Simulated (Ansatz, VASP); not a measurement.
## SiTe2: VASP beside Ansatz

Aim: how closely do two programs agree when they are given the same cell, functional and k mesh? The cell is taken from a series of runs on this material, whose earlier steps may have relaxed, scaled, displaced or heated it; both programs get it as it stands.

Main program and level: Ansatz 0.2.0; plane waves, with VASP 6.6.1 beside it; PBEsol.

**1. Starting point**

The cell holds 3 atoms: 1 Si and 2 Te. Cell: a = 3.889 Å, b = 3.778 Å, c = 30.424 Å, α = 90.0°, β = 90.0°, γ = 121.0°. Vacuum lies along c.

**2. VASP: zone-centre phonons, PBEsol**

Second derivatives magnify differences that forces hide, and they need a tight electronic threshold.

Lines of VASP's logs that name or quote its potential files are left out, and so is its time.

The input, INCAR:

```
SYSTEM = SiTe2
PREC = Accurate
ENCUT = 500
EDIFF = 1E-08
NELM = 120
ISMEAR = 1
SIGMA = 0.2
LREAL = .FALSE.
ALGO = Normal
GGA = PS
NBANDS = 14
LORBIT = 11
LWAVE = .FALSE.
LCHARG = .FALSE.
ISIF = 2
IBRION = 8
LASPH = .TRUE.
GGA_COMPAT = .FALSE.
NELMDL = -8
KPAR = 2
```

The input, POSCAR:

```
SiTe2
1.0
    3.8891901260      0.0000000000      0.0000000000
   -1.9445950630      3.2385937012      0.0000000000
    0.0000000000      0.0000000000     30.4240000000
Si Te
1 2
Direct
    0.0000000000      0.0000000000      0.3286878780
    0.3378136224      0.6756272449      0.3811735083
    0.6621863776      0.3243727551      0.2762022477
```

The input, KPOINTS:

```
Automatic mesh
0
Gamma
15 15 1
0 0 0
```

The projector-augmented-wave data sets are Si and Te (PBE family, release 64).

On the command line:

```sh
> mpirun -np 2 vasp_std
```

Numbers of over 12 decimals in the logs are rounded to 6 here.

Log:

```text
[banner, memory and clock lines left out]
running    2 mpi-ranks, on    1 nodes
 distrk:  each k-point on    1 cores,    2 groups
 distr:  one band on    1 cores,    1 groups

 POSCAR found type information on POSCAR SiTe
 POSCAR found :  2 types and       3 ions
|                                                                             |
|               ----> ADVICE to this user running VASP <----                  |
|                                                                             |
|     You enforced a specific xc type in the INCAR file but a different       |
|     [... a line on the potential file left out ...]
|     I HOPE YOU KNOW WHAT YOU ARE DOING!                                     |
|                                                                             |

 LDA part: xc-table for (Slater+PW92), standard interpolation
 POSCAR, INCAR and KPOINTS ok, starting setup
 FFT: planning ... GRIDC
 FFT: planning ... GRID_SOFT
 FFT: planning ... GRID
 WAVECAR not read
 entering main loop
       N       E                     dE             d eps       ncg     rms          rms(c)
DAV:   1     0.103884136374E+03    0.10388E+03   -0.42135E+03  1792   0.725E+02
DAV:   2    -0.258500807326E+01   -0.10647E+03   -0.99963E+02  3092   0.123E+02
DAV:   3    -0.124387453977E+02   -0.98537E+01   -0.96730E+01  2446   0.476E+01
DAV:   4    -0.127265547777E+02   -0.28781E+00   -0.28631E+00  2320   0.102E+01
DAV:   5    -0.127389474343E+02   -0.12393E-01   -0.12391E-01  2994   0.226E+00
DAV:   6    -0.127390586866E+02   -0.11125E-03   -0.11125E-03  2554   0.191E-01
DAV:   7    -0.127390638841E+02   -0.51976E-05   -0.51972E-05  2980   0.357E-02
DAV:   8    -0.127390639790E+02   -0.94840E-07   -0.94943E-07  2654   0.373E-03    0.898E+00
DAV:   9    -0.126630115279E+02    0.76052E-01   -0.53823E-02  2404   0.151E+00    0.497E+00
DAV:  10    -0.126333640460E+02    0.29647E-01   -0.61111E-02  2434   0.140E+00    0.402E-01
DAV:  11    -0.126332062750E+02    0.15777E-03   -0.64153E-03  2344   0.495E-01    0.301E-01
DAV:  12    -0.126331122358E+02    0.94039E-04   -0.64126E-04  2844   0.151E-01    0.150E-01
DAV:  13    -0.126328810073E+02    0.23123E-03   -0.48676E-04  2392   0.124E-01    0.128E-01
DAV:  14    -0.126329630911E+02   -0.82084E-04   -0.55776E-05  2218   0.460E-02    0.372E-02
[...]
DAV:  23    -0.126332508992E+02   -0.20241E-05   -0.56377E-08  2300   0.669E-04    0.277E-04
DAV:  24    -0.126332524735E+02   -0.15743E-05   -0.18023E-08  2188   0.402E-04    0.334E-04
DAV:  25    -0.126332528975E+02   -0.42404E-06   -0.93644E-10  1946   0.142E-04    0.274E-04
DAV:  26    -0.126332533526E+02   -0.45512E-06   -0.43395E-09  1776   0.200E-04    0.125E-04
DAV:  27    -0.126332534510E+02   -0.98405E-07    0.26076E-10  1802   0.731E-05    0.468E-05
DAV:  28    -0.126332534888E+02   -0.37759E-07    0.54024E-10  1604   0.411E-05    0.234E-05
DAV:  29    -0.126332535007E+02   -0.11944E-07    0.72875E-10  1712   0.247E-05    0.795E-06
DAV:  30    -0.126332535024E+02   -0.16710E-08    0.77568E-10  1658   0.108E-05
   1 F= -.12633254E+02 E0= -.12632970E+02  d E =-.849074E-03
 Linear response reoptimize wavefunctions to high precision
DAV:   1    -0.126332535029E+02   -0.53910E-09    0.77502E-10  1610   0.570E-06
DAV:   2    -0.126332535030E+02   -0.18190E-10    0.78623E-10  1838   0.296E-06
 Linear response DOF=           6
 Linear response progress:
  Degree of freedom:   1/  6
       N       E                     dE             d eps       ncg     rms          rms(c)
RMM:   1    -0.193663759537E-01   -0.19366E-01    0.13470E-02  4409   0.849E-01
RMM:   2    -0.165883622812E-01    0.27780E-02   -0.15052E-03  2891   0.217E-01    0.970E-02
RMM:   3    -0.166145215799E-01   -0.26159E-04   -0.66494E-05  2890   0.516E-02    0.555E-02
RMM:   4    -0.166678180038E-01   -0.53296E-04   -0.19928E-05  2919   0.247E-02    0.488E-03
RMM:   5    -0.166603522659E-01    0.74657E-05   -0.10395E-06  3137   0.619E-03    0.212E-03
RMM:   6    -0.166525300097E-01    0.78223E-05   -0.17557E-07  3108   0.214E-03    0.711E-04
RMM:   7    -0.166535220985E-01   -0.99209E-06   -0.14839E-08  3076   0.780E-04    0.267E-04
RMM:   8    -0.166540835166E-01   -0.56142E-06   -0.32402E-09  3155   0.228E-04    0.458E-05
RMM:   9    -0.166541761648E-01   -0.92648E-07   -0.87413E-10  3046   0.119E-04    0.323E-05
RMM:  10    -0.166541787698E-01   -0.26050E-08   -0.32217E-10  3296   0.318E-05    0.337E-06
 first order change of Fermi-energy   0.13181E-03
 force on displaced ion       1 direction 1 :  -3.932   0.000   0.000
 Linear response progress:
  Degree of freedom:   2/  6
       N       E                     dE             d eps       ncg     rms          rms(c)
RMM:   1    -0.188334862812E-01   -0.18833E-01    0.12816E-02  4431   0.837E-01
RMM:   2    -0.164052084035E-01    0.24283E-02   -0.14337E-03  2870   0.214E-01    0.946E-02
RMM:   3    -0.164246378049E-01   -0.19429E-04   -0.79550E-05  2986   0.533E-02    0.534E-02
RMM:   4    -0.164734472365E-01   -0.48809E-04   -0.24658E-05  3030   0.258E-02    0.970E-03
RMM:   5    -0.164738183010E-01   -0.37106E-06   -0.26289E-06  3057   0.813E-03    0.288E-03
RMM:   6    -0.164630864790E-01    0.10732E-04   -0.48766E-07  3150   0.347E-03    0.883E-04
RMM:   7    -0.164623160277E-01    0.77045E-06   -0.25996E-08  3214   0.983E-04    0.438E-04
[...]
RMM:  10    -0.164635352132E-01   -0.24615E-08    0.48376E-09  3217   0.113E-04    0.265E-05
 first order change of Fermi-energy   0.40378E-03
 force on displaced ion       1 direction 2 :  -0.000  -3.992   0.613
 Linear response progress:
  Degree of freedom:   3/  6
       N       E                     dE             d eps       ncg     rms          rms(c)
RMM:   1    -0.338316064628E-01   -0.33832E-01    0.36445E-02  4733   0.961E-01
RMM:   2    -0.294933680527E-01    0.43382E-02   -0.25522E-03  2890   0.299E-01    0.157E-01
RMM:   3    -0.293562048819E-01    0.13716E-03   -0.22547E-04  3151   0.794E-02    0.806E-02
RMM:   4    -0.293010412236E-01    0.55164E-04   -0.66529E-05  2958   0.391E-02    0.292E-02
RMM:   5    -0.292921073193E-01    0.89339E-05   -0.96529E-06  3165   0.146E-02    0.846E-03
RMM:   6    -0.292971894853E-01   -0.50822E-05   -0.61685E-07  3130   0.472E-03    0.365E-03
RMM:   7    -0.293031720077E-01   -0.59825E-05   -0.25168E-07  3192   0.241E-03    0.337E-04
RMM:   8    -0.293027711443E-01    0.40086E-06   -0.18353E-08  3272   0.632E-04    0.283E-04
RMM:   9    -0.293024208497E-01    0.35029E-06   -0.26725E-08  3351   0.563E-04    0.762E-05
RMM:  10    -0.293025749648E-01   -0.15412E-06   -0.49326E-09  3342   0.120E-04    0.481E-05
RMM:  11    -0.293026893422E-01   -0.11438E-06   -0.26015E-08  3370   0.272E-04    0.228E-05
RMM:  12    -0.293026758877E-01    0.13455E-07   -0.47344E-08  3542   0.143E-04    0.160E-05
RMM:  13    -0.293026185690E-01    0.57319E-07   -0.72178E-08  3527   0.116E-04    0.108E-05
RMM:  14    -0.293026345365E-01   -0.15968E-07   -0.70567E-08  3386   0.197E-05    0.573E-06
RMM:  15    -0.293026301031E-01    0.44334E-08   -0.13510E-08  3535   0.293E-05    0.632E-06
 first order change of Fermi-energy   0.10392E-03
 force on displaced ion       1 direction 3 :   0.000   0.613  -8.819
 Linear response progress:
  Degree of freedom:   4/  6
       N       E                     dE             d eps       ncg     rms          rms(c)
RMM:   1    -0.419726915135E-01   -0.41973E-01    0.37809E-02  7637   0.106E+00
RMM:   2    -0.415090664414E-01    0.46363E-03   -0.21914E-03  5158   0.287E-01    0.728E-02
RMM:   3    -0.415711528075E-01   -0.62086E-04   -0.15115E-04  5113   0.709E-02    0.521E-02
RMM:   4    -0.416439013562E-01   -0.72749E-04   -0.30000E-05  5312   0.290E-02    0.145E-02
RMM:   5    -0.416675666931E-01   -0.23665E-04   -0.34293E-06  5504   0.919E-03    0.376E-03
RMM:   6    -0.416620542579E-01    0.55124E-05   -0.41139E-07  5533   0.270E-03    0.530E-04
RMM:   7    -0.416611862305E-01    0.86803E-06   -0.17397E-08  5837   0.796E-04    0.251E-04
RMM:   8    -0.416618861435E-01   -0.69991E-06   -0.31258E-08  5584   0.334E-04    0.460E-05
RMM:   9    -0.416619258732E-01   -0.39730E-07    0.11642E-08  5918   0.105E-04    0.231E-05
RMM:  10    -0.416618955352E-01    0.30338E-07   -0.71291E-09  5521   0.451E-05    0.678E-06
RMM:  11    -0.416619095356E-01   -0.14000E-07   -0.75217E-09  5819   0.192E-05    0.392E-06
RMM:  12    -0.416619282731E-01   -0.18737E-07   -0.49400E-09  5921   0.728E-06    0.114E-06
RMM:  13    -0.416619279784E-01    0.29465E-09    0.41774E-09  4900   0.340E-06    0.315E-07
 first order change of Fermi-energy  -0.38165E-04
 force on displaced ion       2 direction 1 :  -2.567   0.003   0.001
 Linear response progress:
  Degree of freedom:   5/  6
       N       E                     dE             d eps       ncg     rms          rms(c)
RMM:   1    -0.411408726204E-01   -0.41141E-01    0.35532E-02  4334   0.104E+00
RMM:   2    -0.407809045255E-01    0.35997E-03   -0.20585E-03  2924   0.280E-01    0.716E-02
RMM:   3    -0.408445821705E-01   -0.63678E-04   -0.13581E-04  2923   0.697E-02    0.509E-02
RMM:   4    -0.409169420610E-01   -0.72360E-04   -0.21658E-05  3016   0.283E-02    0.158E-02
RMM:   5    -0.409480065573E-01   -0.31064E-04   -0.27574E-06  3099   0.995E-03    0.387E-03
RMM:   6    -0.409443667790E-01    0.36398E-05   -0.36953E-07  3126   0.312E-03    0.203E-03
RMM:   7    -0.409416882227E-01    0.26786E-05   -0.75633E-08  3153   0.135E-03    0.306E-04
RMM:   8    -0.409417557703E-01   -0.67548E-07   -0.67580E-09  3274   0.417E-04    0.150E-04
RMM:   9    -0.409419958524E-01   -0.24008E-06    0.38803E-10  3226   0.165E-04    0.365E-05
RMM:  10    -0.409420173859E-01   -0.21533E-07    0.35385E-11  3272   0.671E-05    0.127E-05
RMM:  11    -0.409420198824E-01   -0.24966E-08   -0.73416E-09  3348   0.382E-05    0.842E-06
 first order change of Fermi-energy   0.10251E+00
 force on displaced ion       2 direction 2 :  -0.000  -2.253   0.049
 Linear response progress:
  Degree of freedom:   6/  6
       N       E                     dE             d eps       ncg     rms          rms(c)
RMM:   1    -0.800466061448E-01   -0.80047E-01    0.45203E-02  4354   0.111E+00
RMM:   2    -0.785276031354E-01    0.15190E-02   -0.27120E-03  2917   0.317E-01    0.944E-02
RMM:   3    -0.784059786698E-01    0.12162E-03   -0.23341E-04  3072   0.835E-02    0.703E-02
RMM:   4    -0.783409766300E-01    0.65002E-04   -0.39793E-05  3010   0.315E-02    0.390E-02
RMM:   5    -0.783112304064E-01    0.29746E-04   -0.19699E-05  3120   0.216E-02    0.108E-02
RMM:   6    -0.783142252692E-01   -0.29949E-05   -0.13236E-06  3116   0.629E-03    0.802E-03
RMM:   7    -0.783177126061E-01   -0.34873E-05   -0.34023E-07  3212   0.291E-03    0.142E-03
RMM:   8    -0.783186334408E-01   -0.92083E-06   -0.36070E-08  3176   0.979E-04    0.131E-03
RMM:   9    -0.783223357423E-01   -0.37023E-05   -0.16277E-07  3343   0.128E-03    0.654E-04
RMM:  10    -0.783223968528E-01   -0.61110E-07   -0.48067E-09  3300   0.247E-04    0.295E-04
RMM:  11    -0.783250576827E-01   -0.26608E-05   -0.77062E-08  3338   0.689E-04    0.282E-04
RMM:  12    -0.783255710402E-01   -0.51336E-06   -0.13549E-08  3536   0.243E-04    0.209E-04
RMM:  13    -0.783256749477E-01   -0.10391E-06   -0.35357E-08  3545   0.299E-04    0.344E-05
RMM:  14    -0.783257581691E-01   -0.83221E-07   -0.61531E-08  3595   0.123E-04    0.543E-05
RMM:  15    -0.783257853579E-01   -0.27189E-07   -0.39851E-08  3554   0.119E-04    0.406E-05
RMM:  16    -0.783258075449E-01   -0.22187E-07   -0.45743E-08  3572   0.427E-05    0.180E-05
RMM:  17    -0.783258537354E-01   -0.46191E-07   -0.31581E-08  3520   0.423E-05    0.976E-06
RMM:  18    -0.783258581429E-01   -0.44075E-08   -0.25170E-08  3349   0.132E-05    0.865E-06
 first order change of Fermi-energy   0.96826E+00
 force on displaced ion       2 direction 3 :  -0.000   0.063  -7.153
 Linear response finished
```

OUTCAR, selected parts (step 2):

```text
ion  position               nearest neighbor table
   1  0.000  0.000  0.329-   3 2.71   2 2.71   3 2.73   2 2.73   3 2.73   2 2.73
   2  0.338  0.676  0.381-   1 2.71   1 2.73   1 2.73
   3  0.662  0.324  0.276-   1 2.71   1 2.73   1 2.73

  LATTYP: Found a base centered orthorhombic cell.
 ALAT       =     3.8891901260
 B/A-ratio  =     1.6654334688
 C/A-ratio  =     7.8227083311

 Subroutine GETGRP returns: Found  4 space group operations
 (whereof  2 operations were pure point group operations)

The static configuration has the point symmetry C_1h.
 The point group associated with its full space group is C_2h.

 Found     64 irreducible k-points:

   k-points           NKPTS =     64   k-points in BZ     NKDIM =     64   number of bands    NBANDS=     14

   dimension x,y,z NGX =    28 NGY =   28 NGZ =  224
   dimension x,y,z NGXF=    56 NGYF=   56 NGZF=  448

   ENCUT  =  500.0 eV  36.75 Ry    6.06 a.u.   7.09  6.89 55.47*2*pi/ulx,y,z

   NELECT =      16.0000    total number of electrons

 k-points in reciprocal lattice and weights: Automatic mesh
   0.00000000  0.00000000  0.00000000       0.004
   0.06666667  0.00000000  0.00000000       0.018
   0.13333333  0.00000000  0.00000000       0.018
   0.20000000  0.00000000  0.00000000       0.018
   0.26666667  0.00000000  0.00000000       0.018
   0.33333333  0.00000000  0.00000000       0.018
   0.40000000  0.00000000  0.00000000       0.018
   0.46666667  0.00000000  0.00000000       0.018
   0.00000000  0.06666667  0.00000000       0.009
[...]
0.00000000  0.46666667  0.00000000       0.009
   0.06666667  0.46666667  0.00000000       0.009

 average (electrostatic) potential at core
       1 -92.4298       2 -96.5709       3 -96.5709

  Total       -1.4288603     -1.1373403      0.0991947      0.0000000      0.0068642      0.0000000
  in kB       -5.9740438     -4.7552031      0.4147314      0.0000000      0.0286991      0.0000000
  external PRESSURE =      -3.4381718 kB  Pullay stress =       0.0000000 kB

  energy-cutoff  :      500.00
  volume of cell :      383.21
      direct lattice vectors                 reciprocal lattice vectors
     3.889190126  0.000000000  0.000000000     0.257122940  0.154387999  0.000000000
    -1.944595063  3.238593701  0.000000000     0.000000000  0.308775997  0.000000000
     0.000000000  0.000000000 30.424000000     0.000000000  0.000000000  0.032868788

 POSITION                                       TOTAL-FORCE (eV/Angst)
 -----------------------------------------------------------------------------------
      0.00000      0.00000     10.00000         0.000000      0.000000      0.000000
     -0.00000      2.18808     11.59682        -0.000000      0.002208      0.032170
      1.94460      1.05051      8.40318         0.000000     -0.002208     -0.032170
 -----------------------------------------------------------------------------------
    total drift:                                0.000000      0.000001     -0.000008

 Eigenvectors and eigenvalues of the dynamical matrix
 ----------------------------------------------------

   1 f  =    9.269907 THz    58.244545 2PiTHz  309.210822 cm-1    38.337239 meV
             X         Y         Z           dx          dy          dz
      0.000000  0.000000 10.000000     0.000000   -0.117596    0.941831
     -0.000000  2.188082 11.596823    -0.000000    0.027279   -0.220949
      1.944595  1.050512  8.403177    -0.000000    0.027279   -0.220949

   2 f  =    6.162481 THz    38.720009 2PiTHz  205.558233 cm-1    25.485961 meV
             X         Y         Z           dx          dy          dz
      0.000000  0.000000 10.000000    -0.949209   -0.000000   -0.000000
     -0.000000  2.188082 11.596823     0.222488    0.000000    0.000000
      1.944595  1.050512  8.403177     0.222488    0.000000    0.000000

   3 f  =    6.150385 THz    38.644012 2PiTHz  205.154777 cm-1    25.435939 meV
             X         Y         Z           dx          dy          dz
      0.000000  0.000000 10.000000    -0.000000    0.941782    0.117517
     -0.000000  2.188082 11.596823     0.000000   -0.221053   -0.027448
      1.944595  1.050512  8.403177     0.000000   -0.221053   -0.027448

   4 f  =    4.354750 THz    27.361703 2PiTHz  145.258836 cm-1    18.009792 meV
             X         Y         Z           dx          dy          dz
      0.000000  0.000000 10.000000     0.000000   -0.000000   -0.000000
     -0.000000  2.188082 11.596823    -0.000000    0.018144    0.706874
      1.944595  1.050512  8.403177     0.000000   -0.018144   -0.706874

   5 f  =    2.464862 THz    15.487184 2PiTHz   82.218943 cm-1    10.193845 meV
             X         Y         Z           dx          dy          dz
      0.000000  0.000000 10.000000    -0.000000    0.000000    0.000000
     -0.000000  2.188082 11.596823    -0.707107   -0.000000    0.000000
      1.944595  1.050512  8.403177     0.707107    0.000000    0.000000

   6 f  =    2.190211 THz    13.761504 2PiTHz   73.057590 cm-1     9.057983 meV
             X         Y         Z           dx          dy          dz
      0.000000  0.000000 10.000000     0.000000    0.000000    0.000000
     -0.000000  2.188082 11.596823     0.000000   -0.706874    0.018144
      1.944595  1.050512  8.403177    -0.000000    0.706874   -0.018144

   7 f/i=    0.001001 THz     0.006292 2PiTHz    0.033404 cm-1     0.004142 meV
             X         Y         Z           dx          dy          dz
      0.000000  0.000000 10.000000     0.000000    0.004077    0.314848
     -0.000000  2.188082 11.596823     0.000000    0.009047    0.671078
      1.944595  1.050512  8.403177     0.000000    0.009047    0.671078

   8 f/i=    0.001425 THz     0.008956 2PiTHz    0.047547 cm-1     0.005895 meV
             X         Y         Z           dx          dy          dz
      0.000000  0.000000 10.000000     0.314646   -0.000000   -0.000000
     -0.000000  2.188082 11.596823     0.671192   -0.000000   -0.000000
      1.944595  1.050512  8.403177     0.671192   -0.000000   -0.000000

   9 f/i=    0.003974 THz     0.024971 2PiTHz    0.132565 cm-1     0.016436 meV
             X         Y         Z           dx          dy          dz
      0.000000  0.000000 10.000000     0.000000    0.314961   -0.003819
     -0.000000  2.188082 11.596823     0.000000    0.671051   -0.009107
      1.944595  1.050512  8.403177     0.000000    0.671051   -0.009107

 ELASTIC MODULI CONTR FROM IONIC RELAXATION (kBar)
 Direction    XX          YY          ZZ          XY          YZ          ZX
 --------------------------------------------------------------------------------
 XX         -45.8956      9.1554    -67.7054     -0.0000     16.6329     -0.0000
 YY           9.1554    -41.4641    -52.6757      0.0000    -20.4464      0.0000
 ZZ         -67.7054    -52.6757   -210.3811     -0.0000     -4.0618     -0.0000
 XY          -0.0000      0.0000     -0.0000     -0.8270      0.0000     -8.1080
 YZ          16.6329    -20.4464     -4.0618      0.0000    -13.4295      0.0000
 ZX          -0.0000      0.0000     -0.0000     -8.1080      0.0000    -79.4931
 --------------------------------------------------------------------------------
```

(Part 1 of 2 ends here.)

[Lines on the potential files, build, host, timing and source positions are cut from VASP's logs without a mark.]

[Logs are printed without paths, hosts, clocks, repeated set-up lines and the standing remarks that a program may print on its own settings, such as how far it seeks lower states.]

[Hosts, paths, dates, database ids (printed as entryN), source tags and the programs' standing remarks are cut or masked in the printed files.]
